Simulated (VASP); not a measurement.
Input:

```yaml
crystal:
  lattice:
    - [3.38286, 0.00000, 0.00000]
    - [-1.69143, 2.92964, 0.00000]
    - [0.00000, 0.00000, 6.16798]
  atoms:
    - { symbol: Ta, position: [0.00000, 0.00000, 0.00000] }
    - { symbol: S, position: [0.66667, 0.33333, 0.75428] }
    - { symbol: S, position: [0.33333, 0.66667, 0.24572] }
```

All values below come from PBE GGA, VASP's PBE PAW potentials (set 64) (plane waves; VASP 6.6.1). Settings: 300 eV cut-off, 15×15×7 Γ-centred mesh, Fermi-Dirac smearing of 0.10 eV, potentials Ta_pv S.

Unless said otherwise, spin-orbit coupling is left out, though it shifts the bands of the heavy elements here.

Problem. Predict the energy per atom (σ→0), band gap (on the k-mesh) with the smallest direct gap where there is one.

Solution. 
The band gap (on the k-mesh) is none (metal, semimetal or under 0.01 eV) and the energy per atom (σ→0) comes out as -7.711 eV/atom.

Only differences to runs with the same potentials and settings are physical.

The structure comes from a computed database's TaS2 entry (P-3m1); how it stands against other phases isn't given here. The cell was not relaxed at this level. The electron count is odd and the run is not spin-polarised, which forces a metal.
